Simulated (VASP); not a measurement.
Method: HSE06 screened hybrid, VASP's PBE PAW potentials (set 64) (plane waves; VASP 6.6.1).

A VASP calculation is set up with these files.

### KPOINTS
```
Automatic mesh
0
Gamma
1 1 1
0 0 0
```

### POSCAR
```
AlGa31As32
1
   11.5222104212     0.0000000000     0.0000000000
    0.0000000000    11.5222104212     0.0000000000
    0.0000000000     0.0000000000    11.5222104212
Ga As Al
31 32 1
Direct
  0.5000183239   0.0001109089   0.0001464144
  0.7500188029   0.2498236329   0.0002775352
  0.7499852149   0.9999932644   0.2500363148
  0.9999776963   0.9999639110   0.9999783432
  0.2501532864   0.2500502800   0.0001578800
  0.4999153430   0.4998965185   0.0001599653
  0.7499848962   0.7500142446   0.9999803726
  0.2501334043   0.0001739991   0.2501177996
  0.5006020030   0.2506788995   0.2507051799
  0.7499910090   0.5001717405   0.2502849331
  0.4999339897   0.0000430386   0.4999163393
  0.7498899405   0.2502278856   0.5000160282
  0.7499984244   0.9999655984   0.7499379478
  0.9999309427   0.5000140837   0.0002232497
  0.2498682550   0.7501008411   0.0002484255
  0.0000541490   0.2500920168   0.2500645749
  0.2504360008   0.5004478030   0.2504118133
  0.5000350564   0.7500326225   0.2501572563
  0.9998816128   0.9999846097   0.5000503302
  0.2503205133   0.2504030127   0.5004633316
  0.7494039556   0.7493519679   0.5006097378
  0.2499788686   0.0000244650   0.7499772943
  0.4999724648   0.2500507062   0.7500970964
  0.7502410440   0.4996950790   0.7504193628
  0.0000395898   0.7500507083   0.2500127290
  0.0000357359   0.4999385478   0.4998932515
  0.2501560292   0.7500099839   0.4998691348
  0.0001380351   0.2498919138   0.7499838512
  0.2494291819   0.5005339525   0.7506062107
  0.5000191423   0.7500062240   0.7501587128
  0.9998797994   0.7501433199   0.7499332281
  0.6248292574   0.1251767417   0.1253075000
  0.8749336273   0.3750761189   0.1251237099
  0.8749617645   0.1250984562   0.3751128018
  0.1249974681   0.1250167743   0.1249984460
  0.3751527537   0.3749994228   0.1253474134
  0.6249941584   0.6250111802   0.1250009756
  0.8749860327   0.8750112838   0.1249993734
  0.3751021486   0.1253792968   0.3750958083
  0.6245469502   0.3760967823   0.3760619104
  0.8749231045   0.6251400631   0.3752409770
  0.6249777293   0.1250778548   0.6250257912
  0.8751192772   0.3749367312   0.6250501433
  0.8750145363   0.1250066355   0.8750057659
  0.1250523398   0.6248789995   0.1251447415
  0.3750510979   0.8750824160   0.1250720342
  0.1252417602   0.3750401227   0.3750657816
  0.3755852130   0.6247908126   0.3756081071
  0.6251273388   0.8748535208   0.3752126119
  0.1250862684   0.1250596841   0.6249151044
  0.3751471849   0.3757741358   0.6252540232
  0.6244629850   0.6242391757   0.6251470550
  0.8747797190   0.8748781401   0.6248503005
  0.3750584178   0.1250186595   0.8750195037
  0.6249713368   0.3748671199   0.8751908749
  0.8751191982   0.6249347060   0.8751055713
  0.1250220610   0.8751092659   0.3750920261
  0.1248816558   0.6251673129   0.6249259057
  0.3750198611   0.8749882128   0.6250615236
  0.1248375274   0.3749810227   0.8752397586
  0.3750132473   0.6251318062   0.8752595640
  0.6249095664   0.8751109084   0.8750750885
  0.1250011888   0.8750164404   0.8749925872
  0.4995175128   0.5000714163   0.5007925764
```

INCAR:
```
AEXX  =  0.25
ALGO  =  Normal
EDIFF  =  1E-5
ENCUT  =  400
GGA  =  PE
HFSCREEN  =  0.2
ISIF  =  0
ISMEAR  =  0
ISYM  =  0
LASPH  =  .TRUE.
LCHARG  =  .FALSE.
LHFCALC  =  .TRUE.
LMAXMIX  =  4
LREAL  =  Auto
LWAVE  =  .FALSE.
NELM  =  50
NELMIN  =  4
PREC  =  Normal
PRECFOCK  =  Fast
SIGMA  =  0.05
SYSTEM  =  AlGa31As32
```

POTCAR, in this order: Ga As Al (PBE.64 set). Program: vasp_gam. Read from the step before: WAVECAR.

The resulting files:

**OUTCAR**
```
 ion  position               nearest neighbor table
   1  0.500  0.000  0.000-  46 2.49  62 2.49  54 2.49  32 2.49
   2  0.750  0.250  0.000-  32 2.49  33 2.49  44 2.50  55 2.50
   3  0.750  1.000  0.250-  38 2.49  32 2.50  34 2.50  49 2.50
   4  1.000  1.000  1.000-  63 2.49  38 2.49  44 2.49  35 2.50
   5  0.250  0.250  0.000-  35 2.49  54 2.50  36 2.50  60 2.50
   6  0.500  0.500  0.000-  36 2.49  37 2.49  61 2.49  55 2.49
   7  0.750  0.750  1.000-  37 2.49  38 2.49  62 2.50  56 2.50
   8  0.250  0.000  0.250-  46 2.49  35 2.50  57 2.50  39 2.50
   9  0.501  0.251  0.251-  40 2.49  36 2.50  32 2.50  39 2.50
  10  0.750  0.500  0.250-  41 2.49  37 2.50  33 2.50  40 2.50
  11  0.500  0.000  0.500-  39 2.49  49 2.50  59 2.50  42 2.50
  12  0.750  0.250  0.500-  43 2.49  42 2.50  34 2.50  40 2.50
  13  0.750  1.000  0.750-  53 2.49  42 2.49  62 2.50  44 2.50
  14  1.000  0.500  0.000-  33 2.49  56 2.49  45 2.49  60 2.49
  15  0.250  0.750  0.000-  45 2.49  46 2.49  63 2.49  61 2.50
  16  0.000  0.250  0.250-  33 2.49  35 2.50  34 2.50  47 2.50
  17  0.250  0.500  0.250-  48 2.49  45 2.50  36 2.50  47 2.50
  18  0.500  0.750  0.250-  49 2.49  46 2.50  37 2.50  48 2.50
  19  1.000  1.000  0.500-  34 2.49  57 2.49  53 2.49  50 2.50
  20  0.250  0.250  0.500-  51 2.49  50 2.49  47 2.50  39 2.50
  21  0.749  0.749  0.501-  52 2.49  41 2.50  53 2.50  49 2.50
  22  0.250  0.000  0.750-  50 2.49  59 2.49  63 2.49  54 2.50
  23  0.500  0.250  0.750-  54 2.49  55 2.49  42 2.49  51 2.50
  24  0.750  0.500  0.750-  56 2.49  55 2.49  43 2.49  52 2.50
...
```

OSZICAR:
```
       N       E                     dE             d eps       ncg     rms          rms(c)
DAV:   1    -0.313181446984E+03   -0.31318E+03   -0.22440E+01   322   0.125E+01    0.150E+01
DAV:   2    -0.313320777060E+03   -0.13933E+00   -0.60597E-01   378   0.121E+00    0.111E+01
DAV:   3    -0.313269031313E+03    0.51746E-01   -0.31067E-02   371   0.311E-01    0.692E+00
DAV:   4    -0.313249383590E+03    0.19648E-01   -0.13538E-02   372   0.192E-01    0.402E+00
DAV:   5    -0.313243189540E+03    0.61941E-02   -0.41356E-03   372   0.103E-01    0.231E+00
DAV:   6    -0.313241052968E+03    0.21366E-02   -0.92101E-04   364   0.547E-02    0.132E+00
DAV:   7    -0.313240311500E+03    0.74147E-03   -0.27685E-04   340   0.327E-02    0.744E-01
DAV:   8    -0.313240074683E+03    0.23682E-03   -0.10248E-04   348   0.204E-02    0.416E-01
DAV:   9    -0.313240006851E+03    0.67832E-04   -0.34433E-05   275   0.122E-02    0.231E-01
DAV:  10    -0.313239991860E+03    0.14991E-04   -0.12173E-05   179   0.770E-03    0.131E-01
DAV:  11    -0.313239991512E+03    0.34856E-06   -0.49332E-06   203   0.475E-03
   1 F= -.31323999E+03 E0= -.31323999E+03  d E =-.149075E-11
```

File OUTCAR:
```
------------------------ aborting loop because EDIFF is reached ----------------------------------------
  volume of cell :     1529.70
      direct lattice vectors                 reciprocal lattice vectors
    11.522210421  0.000000000  0.000000000     0.086788903  0.000000000  0.000000000
     0.000000000 11.522210421  0.000000000     0.000000000  0.086788903  0.000000000
     0.000000000  0.000000000 11.522210421     0.000000000  0.000000000  0.086788903
  FREE ENERGIE OF THE ION-ELECTRON SYSTEM (eV)
  ---------------------------------------------------
  free  energy   TOTEN  =      -313.2399915117 eV

  energy  without entropy=     -313.2399915117  energy(sigma->0) =     -313.23999151

  exchange ACFDT corr.  =         0.00000000  see jH, gK, PRB 81, 115126
```
(Selected blocks of OUTCAR.)

The supercell is sampled at Γ alone, which is coarse: total energies, pressure and levels can be off, energies of defects by several tenths of an eV.

The cell is a supercell with a defect, built from GaAs (zinc blende): Al_Ga. The cell's shape comes from a PBE relaxation. The run is not spin-polarised, so no state with unpaired spins was tried.
